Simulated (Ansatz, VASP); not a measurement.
# Cross-check of Ti (Titanium) between VASP and Ansatz, part 2 of 2

One calculation is typed for both programs; each brings its own data sets. How far apart do they land? Of the first pair: The structure shown is the end of the Ansatz relaxation below.

VASP 6.6.1 and Ansatz 0.2.0.

So far. Step 3 (VASP: single point, PBEsol): The run ends at a pressure of 0.92 GPa.

### 5. VASP: zone-centre phonons, PBEsol

Level of this step: PBEsol; plane waves and PAW (Ti_sv) (VASP).

Second derivatives magnify differences that forces hide, and they need a tight electronic threshold. The cell compared in this pair holds 30.09 Å³, against 33.10 Å³ for the pair before.

File INCAR:

```
SYSTEM = Ti
PREC = Accurate
ENCUT = 500
EDIFF = 1E-08
NELM = 120
ISMEAR = 1
SIGMA = 0.2
LREAL = .FALSE.
ALGO = Normal
GGA = PS
NBANDS = 18
LASPH = .TRUE.
LORBIT = 11
LWAVE = .FALSE.
LCHARG = .FALSE.
ISIF = 2
IBRION = 8
GGA_COMPAT = .FALSE.
KPAR = 2
```

File POSCAR:

```
Ti
1.0
    2.7968075270      0.0000000000      0.0000000000
   -1.3984037635      2.4221063678      0.0000000000
    0.0000000000      0.0000000000      4.4415975185
Ti
2
Direct
    0.3333333334      0.6666666668      0.2500000000
    0.6666666668      0.3333333334      0.7500000000
```

File KPOINTS:

```
Automatic mesh
0
Gamma
18 18 12
0 0 0
```

The projector-augmented-wave data sets are Ti_sv (PBE family, release 64).

Started as:

```sh
mpirun -np 2 vasp_std
```

Numbers of over 12 decimals in the logs are rounded to 6 here.

The log of the run:

```text
[banner, memory and clock lines left out]
running    2 mpi-ranks, on    1 nodes
[...]
[... a notice as in an earlier step ...]

 LDA part: xc-table for (Slater+PW92), standard interpolation
 POSCAR, INCAR and KPOINTS ok, starting setup
[...]
entering main loop
       N       E                     dE             d eps       ncg     rms          rms(c)
DAV:   1     0.252260405470E+03    0.25226E+03   -0.12873E+04  9340   0.167E+03
DAV:   2     0.109769729502E+02   -0.24128E+03   -0.23795E+03  9496   0.452E+02
DAV:   3    -0.173552143181E+02   -0.28332E+02   -0.27991E+02 17522   0.128E+02
DAV:   4    -0.183427837325E+02   -0.98757E+00   -0.98673E+00 10586   0.252E+01
[...]
DAV:  14    -0.165374551916E+02   -0.18309E-06   -0.51951E-07 10104   0.603E-03    0.150E-03
DAV:  15    -0.165374553408E+02   -0.14919E-06   -0.74310E-08 11456   0.179E-03    0.185E-04
DAV:  16    -0.165374553430E+02   -0.22892E-08   -0.14141E-09  5282   0.370E-04
   1 F= -.16537455E+02 E0= -.16538457E+02  d E =0.300457E-02
[...]
RMM:  16    -0.510041167630E+00    0.30945E-07   -0.20879E-06107657   0.596E-04    0.351E-05
RMM:  17    -0.510041520105E+00   -0.35247E-06   -0.23693E-06 99632   0.447E-04    0.281E-05
RMM:  18    -0.510041500026E+00    0.20079E-07   -0.14357E-06106010   0.354E-04    0.304E-05
 first order change of Fermi-energy   0.73544E-04
 force on displaced ion       1 direction 1 :  -1.142  -0.000   0.000
 Linear response progress:
  Degree of freedom:   2/  2
       N       E                     dE             d eps       ncg     rms          rms(c)
RMM:   1    -0.658246486721E+00   -0.65825E+00    0.32626E+01 14251   0.146E+02
RMM:   2    -0.616159972080E+00    0.42087E-01   -0.33768E-01 26463   0.483E+00    0.326E-01
RMM:   3    -0.614267488429E+00    0.18925E-02   -0.25939E-02 28624   0.135E+00    0.145E-01
RMM:   4    -0.615759957648E+00   -0.14925E-02   -0.95568E-03 33027   0.593E-01    0.398E-02
[...]
RMM:  22    -0.617765191763E+00   -0.84198E-07    0.11752E-06 33419   0.363E-04    0.782E-06
RMM:  23    -0.617765158722E+00    0.33041E-07    0.11229E-06 34597   0.332E-04    0.810E-06
RMM:  24    -0.617765231360E+00   -0.72638E-07    0.89916E-07 34174   0.305E-04    0.905E-06
 first order change of Fermi-energy  -0.17047E-03
 force on displaced ion       1 direction 3 :   0.000  -0.000  -5.824
 Linear response finished
```

OUTCAR, selected parts (step 5):

```text
  Total        2.7313295      2.7313295      2.7313258      0.0000000     -0.0000000      0.0000000
  in kB      145.4419503    145.4419503    145.4417536      0.0000000     -0.0000000      0.0000000
  external PRESSURE =     145.4418847 kB  Pullay stress =       0.0000000 kB

 POSITION                                       TOTAL-FORCE (eV/Angst)
 -----------------------------------------------------------------------------------
      0.00000      1.61474      1.11040         0.000000     -0.000000      0.000000
      1.39840      0.80737      3.33120        -0.000000      0.000000      0.000000
 -----------------------------------------------------------------------------------
    total drift:                               -0.000000     -0.000000      0.000000

[... 1 part as in an earlier step ...]

[... 1 further part left out ...]
```

### 6. Ansatz: zone-centre phonons, PBEsol

The same cell, functional, mesh and smearing now go to Ansatz, which takes its cutoff from its data sets.

The cell is taken from a series of runs on this material, whose earlier steps may have relaxed, scaled, displaced or heated it; both programs get it as it stands.

File input.yaml:

```yaml
crystal:
  lattice:
    - [2.796807527, 0.0, 0.0]
    - [-1.3984037635, 2.4221063678, 0.0]
    - [0.0, 0.0, 4.4415975185]
  atoms:
    - { symbol: Ti, position: [0.3333333333, 0.6666666667, 0.25] }
    - { symbol: Ti, position: [0.6666666667, 0.3333333333, 0.75] }
kpoints:
  mp_grid: { grid: [18, 18, 12] }
hamiltonian:
  xc: pbesol
  pseudopotentials: { kind: paw, azcp: { folder: soft_1 }, xc_functional: pbe }
scf:
  occupations: { method: methfessel_paxton, width: 0.2 }
output:
  eigenvalues: true
phonons:
  method: dfpt
```

Started as:

```sh
ansatz run input.yaml --threads 4 --pin off --max-ram 10240MiB --backend cpu --events-out ev --progress --plain --runs-dir out
```

The log of the run:

```text
zone centre: on kpoints.mp_grid the ground state, and the responses unless they are solved on pairs of k-points, stand on 637 of the mesh's 3888 k-points, reduced under 4 symmetry operations, with k and −k counted as one. Each operation leaves every solved displacement unchanged or reverses it
[...]
Crystal: 2 atoms, lattice volume = 30.088 Å³
[...]
k mesh reduced under 4 symmetry operations, with k and −k counted as one. Each operation leaves every solved displacement unchanged or reverses it
  ASR residual: 1.347e-5 → 0.000e0 eV/Å²; symmetrization residual: 4.676e-13 eV/Å²
  ASR residual per site (eV/Å²): 1.35e-5 1.35e-5
  Γ frequencies (cm⁻¹): 0.00 0.00 0.00 112.85 112.85 256.01
  non-analytic LO–TO correction: not included (Born effective charges unavailable; polar crystals: no LO–TO splitting at Γ)
[key lines of the parts left out:]
SCF converged after 8 iterations
Free energy (F): -4947.652675 eV
Fermi energy:    15.566018 eV
```

### 7. Side by side

Both answers:

| quantity | Ansatz | VASP | difference |
| --- | --- | --- | --- |
| optical mode 1 to 2 (cm⁻¹) | 112.8 | 113.9 | -0.90 % |
| optical mode 3 (cm⁻¹) | 256.0 | 257.2 | -0.46 % |

Modes are paired by rising frequency, not by their patterns, so a pair may set unlike modes beside each other; they are those without the splitting of longitudinal modes.

### 8. What came out

* difference in pressure (single point, PBEsol): 0.31 GPa
* r.m.s. difference of the optical zone-centre modes, each program's sorted by frequency (zone-centre phonons, PBEsol): 1.1 cm⁻¹
* difference in optical mode 1 to 2 (zone-centre phonons, PBEsol): -0.9 %

**Reading.** The difference in pressure is 0.31 GPa (single point, PBEsol), within the 1 GPa picked in this series as the mark of a large difference. Among the rows given in per cent, the largest difference of the zone-centre phonons, PBEsol pair is in optical mode 1 to 2, -0.9 %. Such differences can come from data sets, numerical settings and the points named under the comparisons, not from the functional's error against experiment.

[Lines on the potential files, build, host, timing and source positions are cut from VASP's logs without a mark.]

[Logs are printed without paths, hosts, clocks, repeated set-up lines and the standing remarks that a program may print on its own settings, such as how far it seeks lower states.]

[Hosts, paths, dates, database ids (printed as entryN), source tags and the programs' standing remarks are cut or masked in the printed files.]
